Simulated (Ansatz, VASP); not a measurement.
**Cs2AgBiBr6: VASP beside Ansatz**

Aim: how closely do two programs agree when they are given the same cell, functional and k mesh? The cell is taken from a series of VASP runs on this material, whose earlier steps may have relaxed, scaled or displaced it; both programs get it as it stands. Other levels of theory on this material are compared in a session of their own.

Method: plane waves, with VASP 6.6.1 beside it; band structure at r2SCAN, spin-orbit coupling, in Ansatz 0.2.0.

### 1. Set-up

It takes space group Fm-3m (No. 225, cubic). Conventional cell: a = 11.267 Å, b = 11.267 Å, c = 11.267 Å, α = 90.00°, β = 90.00°, γ = 90.00°. Nearest to Bi lie 6 Br at 2.86 Å. Nearest to Cs lie 12 Br at 3.98 Å. Nearest to Ag lie 6 Br at 2.77 Å. Nearest to Br lie 1 Ag at 2.77 Å and 1 Bi at 2.86 Å and 4 Cs at 3.98 Å. Farther neighbours and most contacts between anions are not listed.

### 2. Ansatz: band structure, r2SCAN, spin-orbit coupling

Ansatz runs on its fully relativistic PAW (standard-fr) files.

Levels along a path test the potential and the projectors away from the mesh points.

input.yaml

```yaml
crystal:
  lattice:
    - [0.0, 5.6333, 5.6333]
    - [5.6333, 0.0, 5.6333]
    - [5.6333, 5.6333, 0.0]
  atoms:
    - { symbol: Bi, position: [0.0, 0.0, 0.0] }
    - { symbol: Cs, position: [0.25, 0.25, 0.25] }
    - { symbol: Cs, position: [0.75, 0.75, 0.75] }
    - { symbol: Ag, position: [0.5, 0.5, 0.5] }
    - { symbol: Br, position: [0.7461344694, 0.7461344694, 0.2538655306] }
    - { symbol: Br, position: [0.7461344694, 0.2538655306, 0.7461344694] }
    - { symbol: Br, position: [0.2538655306, 0.7461344694, 0.2538655306] }
    - { symbol: Br, position: [0.2538655306, 0.7461344694, 0.7461344694] }
    - { symbol: Br, position: [0.2538655306, 0.2538655306, 0.7461344694] }
    - { symbol: Br, position: [0.7461344694, 0.2538655306, 0.2538655306] }
hamiltonian:
  xc: r2scan
  pseudopotentials: { kind: paw_fr }
magnetization:
  noncollinear: true
  spin_orbit: true
kpoints:
  mp_grid: { grid: [4, 4, 4] }
  band_path:
    path:
      - [0.0, 0.0, 0.0]
      - [0.14286, 0.0, 0.14286]
      - [0.35714, 0.0, 0.35714]
      - [0.5, 0.0, 0.5]
      - [0.5, 0.07143, 0.57143]
      - [0.5, 0.17857, 0.67857]
      - [0.5, 0.25, 0.75]
      - [0.44643, 0.30357, 0.75]
      - [0.41071, 0.33929, 0.75]
      - [0.375, 0.375, 0.75]
      - [0.21429, 0.21429, 0.42857]
      - [0.10714, 0.10714, 0.21429]
      - [0.0, 0.0, 0.0]
      - [0.21429, 0.21429, 0.21429]
      - [0.42857, 0.42857, 0.42857]
      - [0.5, 0.5, 0.5]
      - [0.55357, 0.39286, 0.55357]
      - [0.60714, 0.28571, 0.60714]
      - [0.60714, 0.25, 0.64286]
      - [0.57143, 0.25, 0.67857]
      - [0.51786, 0.25, 0.73214]
      - [0.5, 0.28571, 0.71429]
      - [0.5, 0.35714, 0.64286]
      - [0.5, 0.46429, 0.53571]
      - [0.48214, 0.48214, 0.53571]
      - [0.42857, 0.42857, 0.64286]
      - [0.39286, 0.39286, 0.71429]
      - [0.60714, 0.21429, 0.60714]
      - [0.55357, 0.10714, 0.55357]
      - [0.5, 0.0, 0.5]
    npoints: 1
scf:
  occupations: { method: gaussian, width: 0.03 }
  n_extra_bands: 22
output:
  forces: true
  stress: true
  eigenvalues: true
```

Command:

```sh
$ ansatz run input.yaml --threads 4 --pin off --max-ram 9216MiB --backend cpu --events-out ev --progress --plain --runs-dir out
```

Numbers of over 12 decimals in the logs are rounded to 6 here.

The log of the run:

```text
scf.n_extra_bands = 22 over 94 filled bands (N_el = 94.0): the run solves 116 bands
Engine: ansatz 0.2.0, aarch64-unknown-linux-gnu
Pseudopotentials: kind: paw_fr
Pseudopotential: Bi, paw_fr, valence charge 15, recommended cutoff 500 eV (meta_gga), Bi.paw.azcp#standard-fr
Pseudopotential: Cs, paw_fr, valence charge 9, recommended cutoff 500 eV (meta_gga), Cs.paw.azcp#standard-fr
Pseudopotential: Ag, paw_fr, valence charge 19, recommended cutoff 500 eV (meta_gga), Ag.paw.azcp#standard-fr
Pseudopotential: Br, paw_fr, valence charge 7, recommended cutoff 500 eV (meta_gga), Br.paw.azcp#standard-fr
Functional definition: r2SCAN
  parameter k0 = 0.174
  parameter k1 = 0.065
  parameter a1 = 4.9479
  exchange = r2scan_x(k0 = k0, k1 = k1, a1 = a1)
  correlation = r2scan_c
non-collinear run that drives no moment, with spin-orbit: no starting moment large enough to seed its density (crystal.atoms[].spin), no starting occupations that ask for one, no magnetisation constraint and no magnetic field, so the semilocal B_xc is pinned to zero
Crystal: 10 atoms, lattice volume = 357.535 Å³
Basis set: ecut = 500 eV, 9185 PW (Γ), exchange–correlation on 240×240×240 points (64 copies of the dense FFT grid, shifted against one another)
Bands: 116, of which v1, the nominal top of the filled ones, is band 94 counted from 1 (93 counted from 0)
Symmetry: 48 space group operations + 48 with time reversal
Magnetic group: BNS 225.117 (UNI 1619), of the structure as read, at distance tolerance 7.1e-5 Å
k-points: 8 of 64
Projection manifold: j_resolved (fully-relativistic pseudo-atomic orbitals)
Non-local potential: Bi, projectors of the file, l = 0: 2, l = 1: 4, l = 2: 4, l = 3: 4
Non-local potential: Cs, projectors of the file, l = 0: 3, l = 1: 4, l = 2: 4, l = 3: 4
Non-local potential: Ag, projectors of the file, l = 0: 3, l = 1: 4, l = 2: 4, l = 3: 2
Non-local potential: Br, projectors of the file, l = 0: 2, l = 1: 4, l = 2: 4
PAW form: soft (Blöchl's): semilocal exchange-correlation on the pseudo side does not see the compensation charge
PAW frozen core: Bi, regenerated for the run's functional (the file was generated under x = pbe(κ = 0.804, μ = 0.219515), c = pbe(β = 0.066725))
PAW frozen core: Cs, regenerated for the run's functional (the file was generated under x = pbe(κ = 0.804, μ = 0.219515), c = pbe(β = 0.066725))
PAW frozen core: Ag, regenerated for the run's functional (the file was generated under x = pbe(κ = 0.804, μ = 0.219515), c = pbe(β = 0.066725))
PAW frozen core: Br, regenerated for the run's functional (the file was generated under x = pbe(κ = 0.804, μ = 0.219515), c = pbe(β = 0.066725))
PAW one-centre angular grid: Bi, 590 points (default); XC on 285 of its mesh's 2899 points in the sphere
PAW one-centre angular grid: Cs, 302 points (default); XC on 160 Gauss nodes
PAW one-centre angular grid: Ag, 590 points (default); XC on 224 Gauss nodes
PAW one-centre angular grid: Br, 302 points (default); XC on 160 Gauss nodes
Initial density: superposition of atomic densities (chi_scale 0.1, normalization cell, long waves kept (reshape's long-wave potential 0.00 eV rms))
Initial wavefunctions: pseudopotential atomic-orbital guess
Functional: x = r2scan, c = r2scan; τ floored in thin density (d = 2e-4 eV/Å³)
SCF iter   1: F=—  HF=-48071.105589 eV  |F-HF|=—  |Δ(HF+E_count)|=         —  Δρ=2.70e-2  dr2=5.17e0  dr2_τ=8.59e-3  dr2_m=0.00e0 (ungated)  ethr=3.10e-3  |M|=0.00e0 ∫|m|=0.00e0 μB  |m|>n=0.0e0 m-floor=0.0e0 τ_xc=0.0e0  β_m=0.30  ⟨swp⟩=9.0  Hψ=2411  notcnv=0  defer=50
preconditioner: auto → Resta (q_TF=auto, 2.184 Å⁻¹)  ε∞=3.4  [insulator: Δε(μ)=1.534 eV  Ē_g=10.746 eV  σ=0.030 eV  W_gap=1.00  n_scr=58 (ndim 8)  ℏωp=16.7 eV  f_vac=0.007  D(μ)=0.00/eV (n_scr^D=0)  ε∞_Penn≈3.4]
spin=Noncollinear: Resta preconditioning applied to the charge; magnetization (m_x, m_y, m_z) channels mix plain (no charge-response kernel on spin).
SCF iter   2: F=—  HF=-48070.072940 eV  |F-HF|=—  |Δ(HF+E_count)|=    1.03e0  Δρ=1.60e-2  dr2=2.25e0  dr2_τ=6.58e-3  dr2_m=0.00e0 (ungated)  ethr=3.10e-3  |M|=0.00e0 ∫|m|=0.00e0 μB  |m|>n=0.0e0 m-floor=0.0e0 τ_xc=0.0e0  β_m=0.54  ⟨swp⟩=3.0  Hψ=738  notcnv=0  defer=134
SCF iter   3: F=—  HF=-48069.244299 eV  |F-HF|=—  |Δ(HF+E_count)|=   8.29e-1  Δρ=4.49e-3  dr2=2.58e-1  dr2_τ=1.45e-3  dr2_m=0.00e0 (ungated)  ethr=2.40e-3  |M|=0.00e0 ∫|m|=0.00e0 μB  |m|>n=0.0e0 m-floor=0.0e0 τ_xc=0.0e0  β_m=0.66  ⟨swp⟩=3.0  Hψ=803  notcnv=0  defer=132
SCF iter   4: F=—  HF=-48069.129234 eV  |F-HF|=—  |Δ(HF+E_count)|=   1.15e-1  Δρ=1.62e-3  dr2=1.94e-2  dr2_τ=1.84e-4  dr2_m=0.00e0 (ungated)  ethr=2.75e-4  |M|=0.00e0 ∫|m|=0.00e0 μB  |m|>n=0.0e0 m-floor=0.0e0 τ_xc=0.0e0  β_m=0.82  ⟨swp⟩=3.1  Hψ=760  notcnv=0  defer=130
SCF iter   5: F=—  HF=-48069.130611 eV  |F-HF|=—  |Δ(HF+E_count)|=   1.38e-3  Δρ=5.60e-4  dr2=1.25e-3  dr2_τ=1.77e-5  dr2_m=0.00e0 (ungated)  ethr=2.07e-5  |M|=0.00e0 ∫|m|=0.00e0 μB  |m|>n=0.0e0 m-floor=0.0e0 τ_xc=0.0e0  β_m=0.91  ⟨swp⟩=2.4  Hψ=816  notcnv=0  defer=128
SCF iter   6: F=—  HF=-48069.131395 eV  |F-HF|=—  |Δ(HF+E_count)|=   7.84e-4  Δρ=1.11e-4  dr2=1.15e-4  dr2_τ=9.86e-7  dr2_m=0.00e0 (ungated)  ethr=1.33e-6  |M|=0.00e0 ∫|m|=0.00e0 μB  |m|>n=0.0e0 m-floor=0.0e0 τ_xc=0.0e0  β_m=0.86  ⟨swp⟩=2.0  Hψ=788  notcnv=0  defer=128
SCF iter   7: F=—  HF=-48069.131405 eV  |F-HF|=—  |Δ(HF+E_count)|=   1.06e-5  Δρ=3.90e-5  dr2=3.85e-6  dr2_τ=9.12e-8  dr2_m=0.00e0 (ungated)  ethr=1.22e-7  |M|=0.00e0 ∫|m|=0.00e0 μB  |m|>n=0.0e0 m-floor=0.0e0 τ_xc=0.0e0  β_m=0.92  ⟨swp⟩=2.0  Hψ=728  notcnv=0  defer=128
SCF iter   8: F=—  HF=-48069.131662 eV  |F-HF|=—  |Δ(HF+E_count)|=   2.56e-4  Δρ=7.48e-6  dr2=1.50e-7  dr2_τ=4.53e-9  dr2_m=0.00e0 (ungated)  ethr=4.09e-9  |M|=0.00e0 ∫|m|=0.00e0 μB  |m|>n=0.0e0 m-floor=0.0e0 τ_xc=0.0e0  β_m=0.93  ⟨swp⟩=2.0  Hψ=784  notcnv=0  defer=128
SCF iter   9: F=-48069.131662 eV  HF=-48069.131662 eV  |F-HF|=5.65e-9  |Δ(HF+E_count)|=   1.34e-7  Δρ=1.18e-6  dr2=5.29e-9  dr2_τ=7.24e-11  dr2_m=0.00e0 (ungated)  ethr=1.06e-10  |M|=0.00e0 ∫|m|=0.00e0 μB  |m|>n=0.0e0 m-floor=0.0e0 τ_xc=0.0e0  ⟨swp⟩=17.4  Hψ=2807  notcnv=0
SCF 1 converged in 9 iterations: F = -48069.131662 eV  dr2 = 5.29e-9
  greatest PAW one-centre occupation: 1.001 electrons in one spin orbital (limit 2), on the Ag atom at site 3 (counted from 0), in its partial waves of l = 1
NSCF: frozen V_eff on 30 k-points
SCF converged after 9 iterations
Magnetization: |M| = 0.0000 μB,  M = (+0.0000, +0.0000, +0.0000) μB
Absolute magnetization: 0.0000 μB (∫|m|)
  site 0: m = (+0.0000, +0.0000, +0.0000) μB, |m| = 0.0000 μB  (R = 1.18 Å)
  site 1: m = (+0.0000, +0.0000, +0.0000) μB, |m| = 0.0000 μB  (R = 1.64 Å)
  site 2: m = (+0.0000, +0.0000, +0.0000) μB, |m| = 0.0000 μB  (R = 1.64 Å)
  site 3: m = (+0.0000, +0.0000, +0.0000) μB, |m| = 0.0000 μB  (R = 1.14 Å)
  site 4: m = (+0.0000, +0.0000, +0.0000) μB, |m| = 0.0000 μB  (R = 1.14 Å)
  site 5: m = (+0.0000, +0.0000, +0.0000) μB, |m| = 0.0000 μB  (R = 1.14 Å)
  site 6: m = (+0.0000, +0.0000, +0.0000) μB, |m| = 0.0000 μB  (R = 1.14 Å)
  site 7: m = (+0.0000, +0.0000, +0.0000) μB, |m| = 0.0000 μB  (R = 1.14 Å)
  site 8: m = (+0.0000, +0.0000, +0.0000) μB, |m| = 0.0000 μB  (R = 1.14 Å)
  site 9: m = (+0.0000, +0.0000, +0.0000) μB, |m| = 0.0000 μB  (R = 1.14 Å)
Free energy (F): -48069.131662 eV
Harris-Foulkes:  -48069.131662 eV  (|F-HF|=5.65e-9)
Internal energy: -48069.131662 eV  (E = F + TS)
E sigma→0 (E₀):  -48069.131662 eV
Fermi energy:    4.729572 eV
--- Per-component energies (eV) ---
  E_band       = -871.016801
  E_kinetic    = 1919.471022
  E_local      = -8366.936666  (includes V_loc(G=0)·N_el)
  E_nonlocal   = 1126.076396
  E_hartree    = 3293.470228
  E_xc         = -2150.373725
  E_vxc        = -1383.515491  (∫ρ·V_xc dr)
  E_paw        = -38333.052741  (= ΣΔE_a)
  E_vpaw       = -830.779787  (= ΣTr[D̂ρ^β])
  E_aug_tail   = -0.000186  (compensation charges beyond the density's cutoff)
  E_vtau       = 77.730544  (kinetic-family band-sum trace: ∫τ·v_τ [+ j·A + Jᵃ·Aᵃ] dr)
  E_ewald      = -5557.274081
  E_core_change = -0.511910  (= ΣΔE_core)
  E_smearing   = -0.000000  (= −TS)
  E_closure    = 0.000000  (closes the sum)
  Σ components = -48069.131662   (vs F -48069.131662, Δ=0.00e0)
--- Forces (eV/Å), atoms counted from 1 ---
  atom   1  Bi    -0.00000000     0.00000000     0.00000000
  atom   2  Cs    -0.00000000     0.00000000     0.00000000
  atom   3  Cs    -0.00000000    -0.00000000    -0.00000000
  atom   4  Ag     0.00000000    -0.00000000    -0.00000000
  atom   5  Br    -0.00000000     0.00000000     0.06935808
  atom   6  Br    -0.00000000     0.06935808     0.00000000
  atom   7  Br     0.00000000    -0.06935808     0.00000000
  atom   8  Br     0.06935808     0.00000000    -0.00000000
  atom   9  Br    -0.00000000     0.00000000    -0.06935808
  atom  10  Br    -0.06935808    -0.00000000     0.00000000
  max |Σ_I F_I| component: 3.06e-17 eV/Å
--- Stress (GPa, compression-positive) ---
        0.487970       0.000000      -0.000000
       -0.000000       0.487970       0.000000
        0.000000      -0.000000       0.487970
  P = ⅓ Tr σ = 0.4880 GPa (4.880 kbar)
--- Band table (eV; the first three rows and the last of 8) ---
  k-point 0: bands = [... 90 lower, 3.4189, 3.4189, 3.4189, 3.4189, 5.4328, 5.4328, 7.0757, 7.0757, ... 18 higher]
  k-point 1: bands = [... 90 lower, 2.8717, 2.8717, 3.1008, 3.1008, 5.6045, 5.6045, 7.1378, 7.1378, ... 18 higher]
  k-point 2: bands = [... 90 lower, 2.6798, 2.6798, 2.9146, 2.9146, 5.3850, 5.3850, 7.5048, 7.5048, ... 18 higher]
  k-point 7: bands = [... 90 lower, 2.7903, 2.7903, 3.9704, 3.9704, 6.0200, 6.0200, 7.5061, 7.5061, ... 18 higher]
```

Run time: 3.2 min. Hardware: 4 threads of Arm Neoverse V1, shared host; peak memory 4.4 GiB; 13 min of CPU time.

The column dr2 measures how far the density is from self-consistency, as an energy; F and HF (Harris–Foulkes) agree once it is small.

[end of part 1 of 2]

[Lines on the potential files, build, host, timing and source positions are cut from VASP's logs without a mark.]

[Logs are printed without paths, hosts, clocks, repeated set-up lines and the standing remarks that a program may print on its own settings, such as how far it seeks lower states.]

[Hosts, paths, dates, database ids (printed as entryN), source tags and the programs' standing remarks are cut or masked in the printed files.]
